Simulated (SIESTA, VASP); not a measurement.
The input files of a VASP run:

INCAR:
```
LREAL=F
PREC=Accurate
LCHARG=F
LMAXMIX=4
NELM=100   ! most electronic steps
LWAVE=F
SIGMA=0.02   ! width (eV)
ALGO=Normal   ! blocked Davidson
ISMEAR=-1
ENCUT=300
EDIFF=1E-6   ! SCF stop (eV)
ISIF=2   ! forces and stress, cell fixed
LASPH=T
SYSTEM=YCl3
```

### KPOINTS
```
Regular mesh
0
G
 3 3 3
0 0 0
```

POSCAR:
```
YCl3
1
    3.3893590000    -5.8627130000     0.0000000000
    3.3893590000     5.8627130000     0.0000000000
   -2.2313820000     0.0000000000     6.0527500000
Y Cl
2 6
Direct
  0.1677530000   0.8323180000   0.0154990000
  0.8282210000   0.1618350000   0.0013920000
  0.9517820000   0.5879240000   0.2351260000
  0.0619370000   0.4164650000   0.7718650000
  0.4155780000   0.0601750000   0.7621150000
  0.5782840000   0.9461110000   0.2477480000
  0.7931210000   0.7821940000   0.7366970000
  0.2033240000   0.2129780000   0.2295580000
```

POTCAR, in this order: Y_sv Cl (LDA.64 set). Program: vasp_std.

Write an input for SIESTA that does the same calculation.

One input that does it (LDA PW92, numerical atomic orbitals DZP, PseudoDojo LDA standard norm-conserving potentials (rewritten from UPF to PSML)):
```
# files in the folder: Y.psml Cl.psml (PseudoDojo LDA standard)
SystemName  YCl3
SystemLabel siesta

NumberOfAtoms                8
NumberOfSpecies              2
%block ChemicalSpeciesLabel
  1 39 Y
  2 17 Cl
%endblock ChemicalSpeciesLabel
LatticeConstant              6.771939 Ang
%block LatticeVectors
     0.500500521   -0.865736239    0.000000000
     0.500500521    0.865736239    0.000000000
    -0.329504149    0.000000000    0.893798659
%endblock LatticeVectors
AtomicCoordinatesFormat      Fractional
%block AtomicCoordinatesAndAtomicSpecies
     0.167753000    0.832318000    0.015499000  1
     0.828221000    0.161835000    0.001392000  1
     0.951782000    0.587924000    0.235126000  2
     0.061937000    0.416465000    0.771865000  2
     0.415578000    0.060175000    0.762115000  2
     0.578284000    0.946111000    0.247748000  2
     0.793121000    0.782194000    0.736697000  2
     0.203324000    0.212978000    0.229558000  2
%endblock AtomicCoordinatesAndAtomicSpecies

XC.functional                LDA
XC.authors                   PW92
PAO.BasisSize                DZP
PAO.EnergyShift              0.01 Ry
MeshCutoff                   300 Ry
%block kgrid.MonkhorstPack
    3   0   0  0.0
    0   3   0  0.0
    0   0   3  0.0
%endblock kgrid.MonkhorstPack
OccupationFunction           FD
ElectronicTemperature        20.0 meV

MaxSCFIterations             150
SCF.Mixer.Method             Pulay
SCF.Mixer.Weight             0.25
SCF.Mixer.History            6
SCF.DM.Tolerance             1.0E-05
Diag.ParallelOverK           true
WriteForces                  true
Charge.Mulliken              end
```
Both are inputs of real runs that ended normally. What can't carry over is the choice of potentials or basis and its cut-off, and each code's defaults.

VASP's LDA is the Perdew-Zunger fit; the other code's may be Perdew-Wang, which differs slightly.

The structure comes from a computed database's YCl3 entry; how it stands against other phases isn't given here. The cell was not relaxed at this level, atoms are displaced from their ideal sites, and it may have been scaled.
